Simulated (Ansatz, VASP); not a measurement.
# Two plane-wave programs on Si3As

```xyz
4
Lattice="4.2023 0.0000 0.0000 -2.1011 3.6393 0.0000 0.0000 0.0000 4.4874" Properties=species:S:1:pos:R:3 pbc="T T T"
Si    0.0000    0.0000    2.2437
Si    0.0000    2.4262    0.0000
Si    2.1011    1.2131    0.0000
As    0.0000    0.0000    0.0000
```

Change from the starting cell: species swapped into the Li3N type (P6/mmm, No. 191).

Alike in both runs: task single point; functional PBE; k mesh 6 × 6 × 4; occupations gaussian, width 0.1 eV; no spin polarisation.

|  | VASP | Ansatz |
| --- | --- | --- |
| version | VASP 6.6.1 | Ansatz 0.2.0 |
| potentials or method | VASP PAW PBE potentials, release 64 (Si, As) | scalar-relativistic, plane waves, PAW |
| plane-wave cutoff (eV) | 520 | 420 |
| valence electrons in the cell | 17 | 27 |

|  | VASP | Ansatz | Ansatz less VASP |
| --- | --- | --- | --- |
| gap on the k mesh at the Fermi level (eV) | none | none | - |
| pressure (GPa) | 25.3 | 24.8 | -0.54 |
| largest component of the traceless stress (GPa) | 1.04 | 0.93 | -0.106 |

A gap of «none» marks a metal or a gap that the smearing closes. The two sets of potentials don't hold the same shells in valence.

Caveats: so large a pressure means that the cell lies far from this level's equilibrium, or that cutoff or potentials fall short (VASP).
